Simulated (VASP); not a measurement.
Wanted: the native input for a VASP 6.6.1 run.

* Task: single point
* Functional: PBE
* Potentials or basis: VASP PAW PBE potentials, release 64 (K_sv, Ag)
* Cutoff: 520 eV
* k mesh: 6 × 6 × 6
* Occupations: gaussian, width 0.1 eV
* Spin: no spin polarisation
* Dipole correction: no
* Further INCAR settings: ALGO = Fast; EDIFF = 1e-06; NBANDS = 32

The structure of K3Ag2 lies in POSCAR:

```
K3Ag2
1.0
    6.4220430583      0.0000000000      0.0000000000
    0.0000000000      6.4220430583      0.0000000000
    0.0000000000      0.0000000000      6.4220430583
K Ag
3 2
Direct
    0.0000000000      0.5000000000      0.5000000000
    0.5000000000      0.0000000000      0.5000000000
    0.5000000000      0.5000000000      0.0000000000
    0.0000000000      0.0000000000      0.0000000000
    0.5000000000      0.5000000000      0.5000000000
```

The cell was built by a generator and needn't be a form met in nature.

The cell isn't the ideal one: random cell by space group and Wyckoff sites (Pm-3m, No. 221).

These files were run (other wordings do the same):

INCAR

```
SYSTEM = K3Ag2
ALGO     = Fast           ! electronic algorithm
EDIFF    = 1E-6           ! SCF threshold, eV
ENCUT    = 520            ! plane-wave cutoff, eV
GGA      = PE             ! functional
ISIF     = 2              ! what is computed and relaxed
ISMEAR   = 0              ! smearing method
LASPH    = .TRUE.         ! aspherical terms in the spheres
LCHARG   = .FALSE.        ! write CHGCAR
LREAL    = .FALSE.        ! projectors in reciprocal space
LWAVE    = .FALSE.        ! write WAVECAR
NBANDS   = 32             ! bands
NELM     = 80             ! most SCF steps
PREC     = Accurate       ! precision mode
SIGMA    = 0.1            ! smearing width, eV
```

KPOINTS

```
k-points
0
G
  6 6 6
  0 0 0
```

Potentials or basis: VASP PAW PBE potentials, release 64 (K_sv, Ag).

Launch:

```console
$ cat potpaw_PBE.64/K_sv/POTCAR potpaw_PBE.64/Ag/POTCAR > POTCAR
$ mpirun -np 1 vasp_std > vasp.out
```

It gave:

```yaml
Pressure: 0.0 GPa
Band_gap_on_the_k_mesh: none (metal or under the smearing width)
```

Wall time 110 s on 1 thread of Intel(R) Xeon(R) 6975P-C (Granite Rapids) (shared host), peak memory 0.41 GiB.
